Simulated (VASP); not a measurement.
**Input and output of a VASP PBEsol single-point calculation on BiB (rocksalt)**

INCAR

```
PREC = Accurate
ISIF = 2
NBANDS = 16
EDIFF = 1E-7
SIGMA = 0.02
LREAL = .FALSE.
LASPH = .TRUE.
NSW = 0
NELM = 120
ISMEAR = -1
GGA = PS
ENCUT = 520
IBRION = -1
LWAVE = .FALSE.
LCHARG = .FALSE.
```

KPOINTS

```
KPOINTS created by Atomic Simulation Environment
0
Gamma
8 8 8
0 0 0
```

KPOINTS_OPT

```
special points
7
Reciprocal
0.0000000000 0.0000000000 0.0000000000 1
0.5000000000 0.0000000000 0.5000000000 1
0.5000000000 0.2500000000 0.7500000000 1
0.3750000000 0.3750000000 0.7500000000 1
0.5000000000 0.5000000000 0.5000000000 1
0.6250000000 0.2500000000 0.6250000000 1
0.1875000000 0.1875000000 0.3750000000 1
```

POSCAR

```
B  Bi
 1.0000000000000000
    -0.0000000000000000    2.6268329117435112    2.6268329117435112
     2.6268329117435112   -0.0000000000000000    2.6268329117435112
     2.6268329117435112    2.6268329117435112   -0.0000000000000000
 B   Bi
   1   1
Cartesian
 -0.0000000000000000  0.0000000000000000  0.0000000000000000
  2.6268329117435107  2.6268329117435107  2.6268329117435107
```

VASP ran with the recommended PBE PAW datasets (18 valence electrons in the cell).

OSZICAR

```
N       E                     dE             d eps       ncg     rms          rms(c)
DAV:   1     0.130765140833E+03    0.13077E+03   -0.99158E+03   928   0.135E+03
DAV:   2    -0.145026505714E+01   -0.13222E+03   -0.12764E+03  1032   0.343E+02
DAV:   3    -0.919361675610E+01   -0.77434E+01   -0.76947E+01  1176   0.802E+01
DAV:   4    -0.935811704253E+01   -0.16450E+00   -0.16447E+00  1176   0.125E+01
DAV:   5    -0.936369805380E+01   -0.55810E-02   -0.55809E-02  1248   0.206E+00    0.254E+00
DAV:   6    -0.904195592129E+01    0.32174E+00   -0.68528E-01  1256   0.642E+00    0.891E-01
DAV:   7    -0.903549673453E+01    0.64592E-02   -0.84683E-02  1192   0.153E+00    0.457E-01
DAV:   8    -0.903416273830E+01    0.13340E-02   -0.61185E-03  1192   0.926E-01    0.721E-02
DAV:   9    -0.903384206162E+01    0.32068E-03   -0.10260E-03  1312   0.320E-01    0.257E-02
DAV:  10    -0.903384029609E+01    0.17655E-05   -0.92575E-05  1272   0.937E-02    0.847E-03
DAV:  11    -0.903384054841E+01   -0.25232E-06   -0.39734E-06  1216   0.240E-02    0.418E-03
DAV:  12    -0.903384008193E+01    0.46648E-06   -0.12472E-07  1064   0.339E-03    0.400E-04
DAV:  13    -0.903384008020E+01    0.17337E-08   -0.21606E-08   688   0.209E-03
   1 F= -.90338401E+01 E0= -.90333368E+01  d E =-.100660E-02
       N       E                     dE             ncg
DAV:   1     0.386763139485E+03   -0.39744E+04      224
DAV:   2    -0.474122214303E+03   -0.86089E+03      240
DAV:   3    -0.525650396890E+03   -0.51528E+02      264
DAV:   4    -0.526832990414E+03   -0.11826E+01      296
DAV:   5    -0.526875423150E+03   -0.42433E-01      320
DAV:   6    -0.526877191044E+03   -0.17679E-02      328
DAV:   7    -0.526877201752E+03   -0.10708E-04      304
DAV:   8    -0.526877201925E+03   -0.17274E-06      288
DAV:   9    -0.526877201928E+03   -0.25979E-08      256
```

From OUTCAR

```
k-points           NKPTS =     29   k-points in BZ     NKDIM =     29   number of bands    NBANDS=     16

   NELECT =      18.0000    total number of electrons

   dimension x,y,z NGX =    28 NGY =   28 NGZ =   28
   dimension x,y,z NGXF=    56 NGYF=   56 NGZF=   56

  energy-cutoff  :      520.00
  volume of cell :       36.25
      direct lattice vectors                 reciprocal lattice vectors
     0.000000000  2.626832912  2.626832912    -0.190343283  0.190343283  0.190343283
     2.626832912  0.000000000  2.626832912     0.190343283 -0.190343283  0.190343283
     2.626832912  2.626832912  0.000000000     0.190343283  0.190343283 -0.190343283

 k-points in reciprocal lattice and weights: KPOINTS created by Atomic Simulation Env
   0.00000000  0.00000000  0.00000000       0.002
   0.12500000  0.00000000  0.00000000       0.016
   0.25000000  0.00000000  0.00000000       0.016
   0.37500000  0.00000000  0.00000000       0.016
   0.50000000  0.00000000  0.00000000       0.008
   0.12500000  0.12500000  0.00000000       0.012
   0.25000000  0.12500000  0.00000000       0.047
   0.37500000  0.12500000  0.00000000       0.047
   ...

 E-fermi :   8.1778

 k-point     1 :       0.0000    0.0000    0.0000
  band No.  band energies     occupation
      1     -14.6209      2.00000
      2     -14.6209      2.00000
      3     -14.6209      2.00000
      4     -14.5886      2.00000
      5     -14.5886      2.00000
      6      -6.0936      2.00000
      7       8.0726      1.98966
      8       8.0726      1.98966
      9       8.0726      1.98966
     10       8.3144      0.00216
     11      14.7323      0.00000
     12      14.7323      0.00000
     13      14.7323      0.00000
     14      16.5352      0.00000
     15      16.5352      0.00000
     16      16.5352      0.00000

 k-point     2 :       0.1250    0.0000    0.0000
  band No.  band energies     occupation
      1     -14.6196      2.00000
      2     -14.6149      2.00000
      3     -14.6149      2.00000
      4     -14.5889      2.00000
      5     -14.5889      2.00000
      6      -5.8510      2.00000
      7       5.8888      2.00000
      8       8.1287      1.84167
      9       8.1287      1.84167
     10       9.8316      0.00000
     11      13.6725      0.00000
     12      13.8180      0.00000
     13      13.8180      0.00000
     14      15.6947      0.00000
     15      17.0220      0.00000
     16      17.0220      0.00000

 k-point     3 :       0.2500    0.0000    0.0000
  band No.  band energies     occupation
      1     -14.6188      2.00000
      2     -14.6188      2.00000
      3     -14.6168      2.00000
      4     -14.5708      2.00000
      5     -14.5708      2.00000
      6      -5.1384      2.00000
      7       3.3389      2.00000
      8       8.3327      0.00086
      9       8.3327      0.00086
     10      10.5649      0.00000
     11      12.2322      0.00000
     12      12.2322      0.00000
     13      12.3703      0.00000
     14      16.2317      0.00000
     15      18.2034      0.00000
     16      18.2034      0.00000

 k-point     4 :       0.3750    0.0000    0.0000
  band No.  band energies     occupation
      1     -14.6308      2.00000
      2     -14.6308      2.00000
      3     -14.6150      2.00000
      4     -14.5444      2.00000
      5     -14.5444      2.00000
      6      -4.0563      2.00000
      7       1.0123      2.00000
      8       8.7514      0.00000
      9       8.7514      0.00000
     10      10.7576      0.00000
     11      10.8049      0.00000
     12      10.8049      0.00000
     13      11.4899      0.00000
     14      17.6949      0.00000
     15      19.9505      0.00000
     16      19.9505      0.00000

 k-point     5 :       0.5000    0.0000    0.0000
  band No.  band energies     occupation
      1     -14.6362      2.00000
      2     -14.6362      2.00000
      3     -14.6144      2.00000
      4     -14.5330      2.00000
      5     -14.5330      2.00000
      6      -3.2691      2.00000
      7      -0.2111      2.00000
      8       9.2142      0.00000
      9       9.2142      0.00000
     10       9.9830      0.00000
     11       9.9830      0.00000
     12      10.9683      0.00000
     13      10.9957      0.00000
     14      18.7930      0.00000
     15      21.6388      0.00000
     16      21.6388      0.00000

 k-point     6 :       0.1250    0.1250    0.0000
  band No.  band energies     occupation
      1     -14.6277      2.00000
      2     -14.6057      2.00000
      3     -14.6057      2.00000
      4     -14.6013      2.00000
      5     -14.5821      2.00000
      6      -5.7698      2.00000
      7       6.1521      2.00000
      8       7.5295      2.00000
      9       7.5295      2.00000
     10      10.4108      0.00000
     11      12.3347      0.00000
     12      14.5852      0.00000
     13      14.6281      0.00000
     14      14.6281      0.00000
     15      18.0111      0.00000
     16      18.0111      0.00000

 k-point     7 :       0.2500    0.1250    0.0000
  band No.  band energies     occupation
      1     -14.6293      2.00000
      2     -14.6160      2.00000
      3     -14.6006      2.00000
      4     -14.5858      2.00000
      5     -14.5659      2.00000
      6      -5.2122      2.00000
      7       4.2373      2.00000
      8       7.2044      2.00000
      9       7.7682      2.00000
     10       9.6354      0.00000
     11      12.3308      0.00000
     12      13.6682      0.00000
     13      14.0705      0.00000
     14      15.0180      0.00000
     15      18.6062      0.00000
     16      19.2638      0.00000

 k-point     8 :       0.3750    0.1250    0.0000
  band No.  band energies     occupation
      1     -14.6361      2.00000
      2     -14.6147      2.00000
      3     -14.6113      2.00000
      4     -14.5643      2.00000
      5     -14.5408      2.00000
      6      -4.2394      2.00000
      7       1.8980      2.00000
      8       7.2578      2.00000
      9       8.2251      0.17199
     10       8.2734      0.01663
     11      12.4636      0.00000
     12      12.9070      0.00000
     13      13.2963      0.00000
     14      16.0062      0.00000
     15      19.6662      0.00000
     16      20.8728      0.00000

 k-point     9 :       0.5000    0.1250    0.0000
  band No.  band energies     occupation
      1     -14.6411      2.00000
      2     -14.6216      2.00000
      3     -14.6074      2.00000
      4     -14.5470      2.00000
      5     -14.5315      2.00000
      6      -3.2135      2.00000
      7       0.1830      2.00000
      8       7.1292      2.00000
      9       7.7443      2.00000
     10       8.8309      0.00000
     11      11.7689      0.00000
     12      12.1753      0.00000
     13      13.3734      0.00000
     14      17.7342      0.00000
     15      20.5666      0.00000
     16      21.6869      0.00000

 k-point    10 :      -0.3750    0.1250    0.0000
  band No.  band energies     occupation
      1     -14.6352      2.00000
      2     -14.6236      2.00000
      3     -14.6070      2.00000
      4     -14.5455      2.00000
      5     -14.5415      2.00000
      6      -3.5012      2.00000
      7       0.5994      2.00000
      8       6.4757      2.00000
      9       8.6412      0.00000
     10       9.5710      0.00000
     11      10.8527      0.00000
     12      11.9084      0.00000
     13      13.7542      0.00000
     14      17.9463      0.00000
     15      19.5693      0.00000
     16      21.1896      0.00000

 k-point    11 :      -0.2500    0.1250    0.0000
  band No.  band energies     occupation
      1     -14.6222      2.00000
      2     -14.6155      2.00000
      3     -14.6127      2.00000
      4     -14.5752      2.00000
      5     -14.5517      2.00000
      6      -4.6030      2.00000
      7       2.5832      2.00000
      8       6.3375      2.00000
      9       9.3725      0.00000
     10      10.5073      0.00000
     11      10.6714      0.00000
     12      11.8027      0.00000
     13      14.0089      0.00000
     14      16.8181      0.00000
     15      17.8928      0.00000
     16      20.5995      0.00000

 k-point    12 :      -0.1250    0.1250    0.0000
  band No.  band energies     occupation
      1     -14.6192      2.00000
      2     -14.6120      2.00000
      3     -14.6040      2.00000
      4     -14.6009      2.00000
      5     -14.5720      2.00000
      6      -5.4507      2.00000
      7       4.6536      2.00000
      8       6.9135      2.00000
      9       8.8493      0.00000
     10      10.7029      0.00000
     11      12.1296      0.00000
     12      12.3706      0.00000
     13      14.0275      0.00000
     14      16.1855      0.00000
     15      16.9912      0.00000
     16      18.8010      0.00000

 ...

  Total       -0.5525258     -0.5525258     -0.5525258     -0.0000000     -0.0000000     -0.0000000
  in kB      -24.4194469    -24.4194469    -24.4194469     -0.0000000     -0.0000000     -0.0000000
  external PRESSURE =     -24.4194469 kB  Pullay stress =       0.0000000 kB

 POSITION                                       TOTAL-FORCE (eV/Angst)
 -----------------------------------------------------------------------------------
      0.00000      0.00000      0.00000         0.000000      0.000000      0.000000
      2.62683      2.62683      2.62683        -0.000000     -0.000000     -0.000000
 -----------------------------------------------------------------------------------
    total drift:                                0.000000      0.000000      0.000000

  FREE ENERGIE OF THE ION-ELECTRON SYSTEM (eV)
  ---------------------------------------------------
  free  energy   TOTEN  =        -9.0338400802 eV

  energy  without entropy=       -9.0328334773  energy(sigma->0) =       -9.03333678
```

```json
{"gap between bands v and c": "-4.18 eV (bands overlap: a metal)", "least direct gap": "0.00 eV", "pressure": "-2.4 GPa"}
```

Band v is the last that the valence electrons fill when counted band by band, and c is the next.
